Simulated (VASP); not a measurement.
Output of a VASP run:

OSZICAR:
```
       N       E                     dE             d eps       ncg     rms          rms(c)
DAV:   1     0.900026803287E+02    0.90003E+02   -0.69480E+03  3352   0.110E+03
DAV:   2    -0.129628702935E+01   -0.91299E+02   -0.89471E+02  3400   0.443E+02
DAV:   3    -0.903589710506E+01   -0.77396E+01   -0.72320E+01  5322   0.811E+01
DAV:   4    -0.953853679780E+01   -0.50264E+00   -0.47125E+00  5566   0.176E+01
DAV:   5    -0.955137705090E+01   -0.12840E-01   -0.12559E-01  5260   0.258E+00    0.247E+01
DAV:   6    -0.953885017746E+01    0.12527E-01   -0.39831E-02  4820   0.236E+00    0.146E+01
DAV:   7    -0.954720641075E+01   -0.83562E-02   -0.45232E-02  4908   0.249E+00    0.606E+00
DAV:   8    -0.955012678823E+01   -0.29204E-02   -0.54550E-03  5326   0.818E-01    0.316E-01
DAV:   9    -0.954982819516E+01    0.29859E-03   -0.15566E-03  4542   0.363E-01    0.140E-01
DAV:  10    -0.954984300226E+01   -0.14807E-04   -0.15272E-04  5078   0.138E-01    0.268E-02
DAV:  11    -0.957059239506E+01   -0.20749E-01   -0.34092E-06  4272   0.199E-02    0.152E-01
DAV:  12    -0.986023704835E+01   -0.28964E+00   -0.51519E-01  2590   0.113E-01    0.129E+00
DAV:  13    -0.100413818488E+02   -0.18114E+00   -0.63713E+00  2434   0.967E-01    0.243E+00
DAV:  14    -0.104389762308E+02   -0.39759E+00   -0.13839E+01  2330   0.158E+00    0.243E+00
DAV:  15    -0.100790128918E+02    0.35996E+00   -0.68365E+00  2318   0.108E+00    0.301E+00
DAV:  16    -0.954983882853E+01    0.52917E+00   -0.62527E+00  2294   0.134E+00    0.126E-02
DAV:  17    -0.954983790486E+01    0.92366E-06   -0.97028E-07  2308   0.117E-02
   1 F= -.95498379E+01 E0= -.95480690E+01  d E =-.353789E-02  mag=     0.0000     0.0000     0.0000
       N       E                     dE             ncg
```

OUTCAR:
```
------------------------ aborting loop because EDIFF is reached ----------------------------------------
  FORCE on cell =-STRESS in cart. coord.  units (eV):
  Direction    XX          YY          ZZ          XY          YZ          ZX
  --------------------------------------------------------------------------------------
  Total       -0.0778802     -0.0778803     -0.0801219      0.0000000     -0.0000000      0.0000000
  in kB       -2.0599275     -2.0599276     -2.1192194      0.0000000     -0.0000000      0.0000000
  external PRESSURE =      -2.0796915 kB  Pullay stress =       0.0000000 kB
  volume of cell :       60.57
      direct lattice vectors                 reciprocal lattice vectors
     1.779456877 -3.082109793  0.000000000     0.280984612 -0.162226538  0.000000000
     1.779456877  3.082109793  0.000000000     0.280984612  0.162226538  0.000000000
     0.000000000  0.000000000  5.522305102     0.000000000  0.000000000  0.181083801
 POSITION                                       TOTAL-FORCE (eV/Angst)
 -----------------------------------------------------------------------------------
      1.77946      1.02737      1.38058         0.000000      0.000000     -0.000000
      1.77946     -1.02737      4.14173        -0.000000     -0.000000      0.000000
 -----------------------------------------------------------------------------------
    total drift:                               -0.000001      0.000000      0.000000
  FREE ENERGIE OF THE ION-ELECTRON SYSTEM (eV)
  ---------------------------------------------------
  free  energy   TOTEN  =        -9.5498379049 eV

  energy  without entropy=       -9.5463000178  energy(sigma->0) =       -9.54806896

 Ion:    1  E_soc:     -0.5828761

 Ion:    2  E_soc:     -0.5828761
```
(Selected blocks of OUTCAR.)

POSCAR:
```
Tm
1
    1.7794568770    -3.0821097926    -0.0000000000
    1.7794568770     3.0821097926     0.0000000000
   -0.0000000000     0.0000000000     5.5223051023
Tm
2
Direct
  0.3333330000   0.6666670000   0.2500000000
  0.6666670000   0.3333330000   0.7500000000
```

Write an INCAR and KPOINTS that could have produced this output.

This is not unique; one that fits is the input of the run itself, PBE GGA with spin-orbit coupling, plane waves, VASP's PBE PAW potentials (set 64).

File KPOINTS:
```
K-points
0
G
11 11 6
0 0 0
```

### KPOINTS_OPT
```
k-points along high-symmetry lines
5
Line-mode
Reciprocal
  0.000000   0.000000   0.000000 ! GAMMA
 -0.000000   0.500000   0.000000 ! M

 -0.000000   0.500000   0.000000 ! M
 -0.333333   0.666667   0.000000 ! K

 -0.333333   0.666667   0.000000 ! K
  0.000000   0.000000   0.000000 ! GAMMA

  0.000000   0.000000   0.000000 ! GAMMA
  0.000000   0.000000   0.500000 ! A

  0.000000   0.000000   0.500000 ! A
 -0.000000   0.500000   0.500000 ! L

 -0.000000   0.500000   0.500000 ! L
 -0.333333   0.666667   0.500000 ! H

 -0.333333   0.666667   0.500000 ! H
  0.000000   0.000000   0.500000 ! A

 -0.000000   0.500000   0.500000 ! L
 -0.000000   0.500000   0.000000 ! M

 -0.333333   0.666667   0.500000 ! H
 -0.333333   0.666667   0.000000 ! K
```

### INCAR
```
ALGO = Normal
EDIFF = 1E-6
ENCUT = 400
GGA = PE
GGA_COMPAT = F
ISMEAR = 0
LASPH = T
LCHARG = F
LMAXMIX = 6
LREAL = F
LSORBIT = T
LWAVE = F
MAGMOM = 6*0
NELM = 100
PREC = Accurate
SIGMA = 0.05
SYSTEM = Tm
```

POTCAR, in this order: Tm_3 (PBE.64 set). Program: vasp_ncl.

The 4f electrons are frozen in the core of the lanthanide potential, so 4f levels, which can set the real gap, and their magnetism are missing.

The compound is Tm in the hcp structure. It was relaxed first.
